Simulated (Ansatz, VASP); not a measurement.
**Two plane-wave programs on Ta3Si3N**

```
CELL_PARAMETERS angstrom
4.96963 0.00000 0.00000
0.00000 4.96963 0.00000
0.00000 0.00000 4.96963
ATOMIC_POSITIONS crystal
Ta 0.00000 0.50000 0.00000
Ta 0.00000 0.00000 0.50000
Ta 0.50000 0.00000 0.00000
Si 0.50000 0.00000 0.50000
Si 0.50000 0.50000 0.00000
Si 0.00000 0.50000 0.50000
N 0.50000 0.50000 0.50000
```

Change from the starting cell: species swapped into the LiCu3O3 type (Pm-3m, No. 221).

Alike in both runs: functional PBE; k mesh 4 × 4 × 4; occupations gaussian, width 0.1 eV; no spin polarisation.

Ansatz relaxed the structure, and its values are those at the end. VASP's run is a single point on that final structure, the one shown.

```csv
,VASP,Ansatz
version,VASP 6.6.1,Ansatz 0.2.0
potentials or method,"VASP PAW PBE potentials, release 64 (Ta_pv, Si, N)","scalar-relativistic, plane waves, PAW"
plane-wave cutoff (eV),520,420
valence electrons in the cell,50,56
```

```tsv
	VASP	Ansatz	Ansatz less VASP
gap on the k mesh at the Fermi level (eV)	none	none	-
pressure (GPa)	0.1	0.0	-0.03
```

A gap of «none» marks a metal or a gap that the smearing closes. The two sets of potentials don't hold the same shells in valence.

The runs have no spin-orbit coupling, so splittings on Ta are missing.
